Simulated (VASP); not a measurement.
Consider the following.

```xyz
2
Lattice="2.8439 0.0000 0.0000 0.0000 2.8439 0.0000 0.0000 0.0000 2.8439" Properties=species:S:1:pos:R:3 pbc="T T T"
Zn     1.4220     1.4220     1.4220
Cu     0.0000     0.0000     0.0000
```

Computed with PBE GGA, VASP's PBE PAW potentials (set 64) (plane waves; VASP). Numerical set-up: 500 eV cut-off, 13×13×13 Γ-centred mesh, first-order Methfessel-Paxton smearing of 0.10 eV, potentials Zn Cu.

Energy and stress use the plane-wave basis of the starting cell.

Task: The ions, cell shape and volume at an external pressure of 30.0 GPa are relaxed. Predict the relaxed structure.

Result: 
```xyz
2
Lattice="2.8034 0.0000 0.0000 0.0000 2.8034 0.0000 0.0000 0.0000 2.8034" Properties=species:S:1:pos:R:3 pbc="T T T"
Zn     1.4017     1.4017     1.4017
Cu     0.0000     0.0000     0.0000
```
Space group Pm-3m (221), at a tolerance of 0.03 Å.

Task: How do energy and volume change from the first to the last step?

Result: The energy (σ→0) changes by +74.7 meV/atom and the volume by -4.2 %, in 3 ionic steps.

| step | E(σ→0) (eV) | max force (eV/Å) | pressure (GPa) | volume (Å³) |
|---|---|---|---|---|
| 1 | -4.8345 | 0.000 | 19.95 | 23.00 |
| 2 | -4.3624 | 0.000 | 47.84 | 20.68 |
| 3 | -4.6851 | 0.000 | 29.89 | 22.03 |

The compound is CuZn in the CsCl type structure. This run relaxes it under an external pressure of 30 GPa. Symmetry was kept, so distortions that lower it aren't found. The electron count is odd and the run is not spin-polarised, which forces a metal.
